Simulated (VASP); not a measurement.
Crystal: Si3Bi2TeSe2.

```
Si Bi Te Se
1.0
     5.17526    0.00000    0.00000
    -2.58763    4.48191    0.00000
     0.00000    0.00000   10.00910
Si Bi Te Se
3 2 1 2
Direct
  0.50000 0.00000 0.00000
  0.00000 0.50000 0.00000
  0.50000 0.50000 0.00000
  0.33333 0.66667 0.49112
  0.66667 0.33333 0.50888
  0.00000 0.00000 0.00000
  0.00000 0.00000 0.31088
  0.00000 0.00000 0.68912
```

The cell was built by a generator and needn't be a form met in nature.

* Program: VASP 6.6.1
* Task: relaxation of cell and atoms
* Functional: PBE
* Potentials or basis: VASP PAW PBE potentials, release 64 (Si, Bi_d, Te, Se)
* Cutoff: 520 eV
* k mesh: 3 × 3 × 2
* Occupations: gaussian, width 0.15 eV
* Spin: no spin polarisation

At the start: pressure 3.4 GPa; volume 29.02 Å³/atom.

**Question.** Where does the relaxation end?

**Answer.** Over 23 steps the energy falls by 130.8 meV/atom and the volume is 28.01 Å³/atom (-3.5 %); space group P-3m1 (No. 164, to 0.05 Å).

Step by step:
```csv
step,energy change (eV),largest force (eV/Å),pressure (GPa),volume (Å³)
1,0.0000,0.3907,3.36,232.16
2,-0.4058,0.2522,-2.73,252.64
3,-0.4340,0.3199,-1.65,247.95
4,-0.5970,0.3359,-1.36,240.25
5,-0.7238,0.3765,-0.25,226.55
6,-0.7254,0.4163,-0.40,228.18
7,-0.7255,0.3321,-0.37,227.76
8,-0.7482,0.4470,0.26,224.66
9,-0.7531,0.5006,0.72,222.89
10,-0.7656,0.5031,0.80,222.77
11,-0.8047,0.5448,0.93,222.42
12,-0.8812,0.5252,1.13,221.70
13,-0.9665,0.2664,1.49,220.23
14,-1.0104,0.1289,0.66,223.59
15,-1.0219,0.1270,0.09,225.41
16,-1.0209,0.1090,-0.71,229.08
17,-1.0253,0.1473,-0.47,226.99
18,-1.0299,0.1093,-0.33,226.66
19,-1.0309,0.1075,-0.40,226.57
20,-1.0328,0.1077,-0.47,226.41
21,-1.0359,0.1087,-0.30,226.07
22,-1.0400,0.1033,-0.26,225.40
23,-1.0461,0.0632,-0.21,224.06
```

Final structure:
```
Si Bi Te Se
1.0
     5.33336    0.00000    0.00000
    -2.66668    4.61882    0.00000
     0.00000    0.00000    9.09564
Si Bi Te Se
3 2 1 2
Cartesian
  2.6667 0.0000 0.0000
  -1.3333 2.3094 0.0000
  1.3333 2.3094 0.0000
  0.0000 3.0792 3.8742
  2.6667 1.5396 5.2215
  0.0000 0.0000 0.0000
  0.0000 0.0000 2.8694
  2.6667 4.6188 6.2262
```

Caveat: the k mesh is coarse (spacing up to 0.47 Å⁻¹), so the values aren't converged; this functional lacks dispersion, which binds the layers, so the pressure and a relaxed spacing across them are unreliable; the relaxation stopped at a loose force limit of 0.08 eV/Å, so its end isn't a converged minimum.
